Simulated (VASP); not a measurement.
Method: PBE GGA with D4 dispersion, VASP's PBE PAW potentials (set 64) (plane waves; VASP).

Input for VASP

**INCAR**
```
SYSTEM = GdN
PREC = Accurate; ENCUT = 520; LREAL = F
LASPH = T
EDIFF = 1E-6; NELM = 100; ALGO = Normal
LMAXMIX = 6
ISMEAR = 0; SIGMA = 0.05
GGA = PE; IVDW = 13
IBRION = 2; NSW = 60; ISIF = 3
EDIFFG = -0.01
LWAVE = F; LCHARG = F
```

### KPOINTS
```
Automatic mesh
0
gamma
  8 8 8
0 0 0
```

File POSCAR:
```
GdN
1
    0.0000000000     2.4900000000     2.4900000000
    2.4900000000     0.0000000000     2.4900000000
    2.4900000000     2.4900000000     0.0000000000
Gd N
1 1
Direct
  0.0000000000   0.0000000000   0.0000000000
  0.5000000000   0.5000000000   0.5000000000
```

POTCAR, in this order: Gd_3 N (PBE.64 set). Program: vasp_std.

What VASP printed:

File OSZICAR:
```
       N       E                     dE             d eps       ncg     rms          rms(c)
DAV:   1     0.436449096103E+02    0.43645E+02   -0.70373E+03   638   0.118E+03
DAV:   2    -0.153031078228E+02   -0.58948E+02   -0.55705E+02   829   0.236E+02
DAV:   3    -0.184477268126E+02   -0.31446E+01   -0.30083E+01   856   0.427E+01
DAV:   4    -0.184859081180E+02   -0.38181E-01   -0.38132E-01   759   0.429E+00
DAV:   5    -0.184866435742E+02   -0.73546E-03   -0.73513E-03   867   0.482E-01    0.268E+01
DAV:   6    -0.163616877065E+02    0.21250E+01   -0.19173E+01   734   0.265E+01    0.247E+01
DAV:   7    -0.161648700180E+02    0.19682E+00   -0.14734E+00   733   0.797E+00    0.170E+01
DAV:   8    -0.161659883673E+02   -0.11183E-02   -0.11568E-01   704   0.368E+00    0.586E+00
DAV:   9    -0.161622032784E+02    0.37851E-02   -0.92539E-03   802   0.901E-01    0.498E-01
DAV:  10    -0.161624239955E+02   -0.22072E-03   -0.41653E-04   835   0.203E-01    0.284E-01
DAV:  11    -0.161624216857E+02    0.23097E-05   -0.30158E-05   781   0.578E-02    0.172E-02
DAV:  12    -0.161624220846E+02   -0.39883E-06   -0.34254E-06   798   0.200E-02
   1 F= -.16846455E+02 E0= -.16846295E+02  d E =-.168465E+02
       N       E                     dE             d eps       ncg     rms          rms(c)
DAV:   1    -0.162550289191E+02   -0.92607E-01   -0.32278E+00   644   0.167E+01    0.438E+00
DAV:   2    -0.161502048753E+02    0.10482E+00   -0.45399E-01   725   0.481E+00    0.163E+00
DAV:   3    -0.161253052809E+02    0.24900E-01   -0.62091E-02   769   0.206E+00    0.148E+00
DAV:   4    -0.161162988300E+02    0.90065E-02   -0.34237E-02   731   0.172E+00    0.506E-01
DAV:   5    -0.161162512990E+02    0.47531E-04   -0.16216E-03   844   0.371E-01    0.501E-02
DAV:   6    -0.161162093338E+02    0.41965E-04   -0.11834E-04   740   0.111E-01    0.202E-02
DAV:   7    -0.161162104449E+02   -0.11111E-05   -0.16986E-05   924   0.357E-02    0.199E-02
DAV:   8    -0.161162101411E+02    0.30383E-06   -0.40143E-06   678   0.146E-02
   2 F= -.16842511E+02 E0= -.16842478E+02  d E =0.394417E-02
       N       E                     dE             d eps       ncg     rms          rms(c)
DAV:   1    -0.161934215689E+02   -0.77211E-01   -0.93625E-01   644   0.898E+00    0.241E+00
DAV:   2    -0.161633575500E+02    0.30064E-01   -0.14687E-01   746   0.268E+00    0.896E-01
DAV:   3    -0.161555495385E+02    0.78080E-02   -0.23405E-02   778   0.113E+00    0.833E-01
DAV:   4    -0.161527405065E+02    0.28090E-02   -0.10683E-02   769   0.956E-01    0.288E-01
DAV:   5    -0.161526965670E+02    0.43939E-04   -0.67531E-04   803   0.228E-01    0.523E-02
DAV:   6    -0.161526763757E+02    0.20191E-04   -0.82235E-05   807   0.848E-02    0.960E-03
DAV:   7    -0.161526769215E+02   -0.54581E-06   -0.55854E-06   829   0.231E-02
   3 F= -.16855737E+02 E0= -.16855628E+02  d E =-.928170E-02
```

OUTCAR:
```
------------------------ aborting loop because EDIFF is reached ----------------------------------------
  Edisp (eV):   -0.70306
  FORCE on cell =-STRESS in cart. coord.  units (eV):
  Direction    XX          YY          ZZ          XY          YZ          ZX
  --------------------------------------------------------------------------------------
  Total      -0.00130    -0.00130    -0.00130    -0.00000     0.00000     0.00000
  in kB      -0.06908    -0.06908    -0.06908    -0.00000     0.00000     0.00000
  external pressure =       -0.07 kB  Pullay stress =        0.00 kB
  volume of cell :       30.12
      direct lattice vectors                 reciprocal lattice vectors
     0.000000000  2.469582454  2.469582454    -0.202463376  0.202463376  0.202463376
     2.469582454 -0.000000000  2.469582454     0.202463376 -0.202463376  0.202463376
     2.469582454  2.469582454 -0.000000000     0.202463376  0.202463376 -0.202463376
 POSITION                                       TOTAL-FORCE (eV/Angst)
 -----------------------------------------------------------------------------------
      0.00000      0.00000      0.00000        -0.000000     -0.000000      0.000000
      2.46958      2.46958      2.46958         0.000000      0.000000     -0.000000
 -----------------------------------------------------------------------------------
    total drift:                                0.000000      0.000000      0.000000
  FREE ENERGIE OF THE ION-ELECTRON SYSTEM (eV)
  ---------------------------------------------------
  free  energy   TOTEN  =       -16.8557369850 eV

  energy  without entropy=      -16.8555188487  energy(sigma->0) =      -16.85562792

 reached required accuracy - stopping structural energy minimisation
```
(Selected blocks of OUTCAR.)

CONTCAR:
```
GdN
   1.00000000000000
     0.0000000000000000    2.4695824539498008    2.4695824539498008
     2.4695824539498008   -0.0000000000000000    2.4695824539498008
     2.4695824539498008    2.4695824539498008   -0.0000000000000000
  Gd              N
     1     1
Direct
     0.0000000000000000    0.0000000000000000    0.0000000000000000
     0.5000000000000000    0.5000000000000000    0.5000000000000000
```

The 4f electrons are frozen in the core of the lanthanide potential, so 4f levels, which can set the real gap, and their magnetism are missing. Energy and stress use the plane-wave basis of the starting cell.

The compound is GdN in the rock salt structure. This run relaxes it. Symmetry was kept, so distortions that lower it aren't found.
